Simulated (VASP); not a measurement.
Input:

```
SnO
1.0
    3.86577     0.00000     0.00000
   -1.93288     3.34785     0.00000
    0.00000     0.00000    13.35188
Sn O
1 1
Direct
  0.66667   0.33333   0.50000
  0.33333   0.66667   0.50000
```

All values below come from r2SCAN meta-GGA, VASP's PBE PAW potentials (set 64) (plane waves; VASP 6.6.1). Numerical set-up: 520 eV cut-off, 9×9×1 Γ-centred mesh, tetrahedra with Blöchl corrections, potentials Sn_d O.

The cell holds a wide vacuum, so values per volume refer to the whole cell. Unless said otherwise, spin-orbit coupling is left out, though it shifts the bands of the heavy elements here.

**Question.** Give the energies of bands 7 to 13 at the high-symmetry points, in eV from the valence-band maximum.

**Answer.** 
```
band      Γ      M      K
----  -----  -----  -----
7     -5.49  -8.27  -8.18
8     -4.50  -5.04  -5.98
9     -4.21  -3.52  -3.39
10    -4.21  -1.26   0.00
11     1.05   0.77   0.84
12     2.85   2.42   3.65
13     4.26   5.55   3.79
```

The gap is indirect, 0.77 eV, from the valence maximum at K to the conduction minimum at M.

The cell is a sheet with vacuum, built from a generated structure.
